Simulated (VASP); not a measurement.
## Mg$_{3}$Sb (space group I4/mmm): computed properties

The numbers are results of PBEsol GGA, VASP's PBE PAW potentials (set 64) (plane waves; VASP), not measurements.

```json
{
  "space_group": "I4/mmm (139)",
  "cell": "a = b = 4.332 Å, c = 9.563 Å, α = β = γ = 90.00°",
  "volume_per_atom": "22.43 Å³/atom",
  "band gap (over mesh and band path)": "none (metal, semimetal or under 0.01 eV)",
  "band_gap_with_spin_orbit_coupling": "none (metallic)",
  "density": "3.60 g/cm³"
}
```

```cif
data_Mg3Sb
_chemical_formula_sum 'Mg3 Sb1'
_space_group_name_H-M_alt 'P 1'
_space_group_IT_number 1
_cell_length_a 5.67876
_cell_length_b 5.67876
_cell_length_c 5.67876
_cell_angle_alpha 135.156
_cell_angle_beta 135.156
_cell_angle_gamma 65.288
loop_
_space_group_symop_operation_xyz
  'x, y, z'
loop_
_atom_site_label
_atom_site_type_symbol
_atom_site_fract_x
_atom_site_fract_y
_atom_site_fract_z
_atom_site_occupancy
Mg1 Mg 0.50000 0.50000 0.00000 1
Mg2 Mg 0.25000 0.75000 0.50000 1
Mg3 Mg 0.75000 0.25000 0.50000 1
Sb1 Sb 0.00000 0.00000 0.00000 1
```

Unless said otherwise, spin-orbit coupling is left out, though it shifts the bands of the heavy elements here.

The structure comes from a computed database's Mg3Sb entry (I4/mmm); how it stands against other phases isn't given here. It was relaxed first. Symmetry was kept, so distortions that lower it aren't found. The electron count is odd and the run is not spin-polarised, which forces a metal.
